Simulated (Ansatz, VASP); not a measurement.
Two plane-wave programs on Si2BiTe2

```
Si Bi Te
1.0
     3.82380    0.00000    0.00000
     0.00000    3.82380    0.00000
     0.00000    0.00000   10.04444
Si Bi Te
2 1 2
Direct
  0.50000 0.50000 0.81012
  0.50000 0.50000 0.18988
  0.50000 0.50000 0.50000
  0.00000 0.00000 0.50000
  0.50000 0.50000 0.00000
```

Alike in both runs: task single point; functional PBE; k mesh 4 × 4 × 2; occupations gaussian, width 0.1 eV; no spin polarisation.

```csv
,VASP,Ansatz
version,VASP 6.6.1,Ansatz 0.2.0
potentials or method,"VASP PAW PBE potentials, release 64 (Si, Bi_d, Te)","scalar-relativistic, plane waves, PAW"
plane-wave cutoff (eV),520,420
valence electrons in the cell,35,55
```

|  | VASP | Ansatz | Ansatz less VASP |
| --- | --- | --- | --- |
| gap on the k mesh at the Fermi level (eV) | none | none | - |
| rms of the force components (eV/Å) | 6.155 | 6.193 | +0.0377 |

Atom by atom the forces differ by 0.038 eV/Å (rms over components). A gap of «none» marks a metal or a gap that the smearing closes. With one functional, cell and mesh, what is left measures potentials, basis and numerics. The two sets of potentials don't hold the same shells in valence.

Caveats: the k mesh is coarse (spacing up to 0.41 Å⁻¹), so the values aren't converged; spin-orbit coupling is left out, which moves the levels of the heavy elements; forces of over 1 eV/Å show positions far from the minimum, so gaps and moduli don't describe the material at rest.
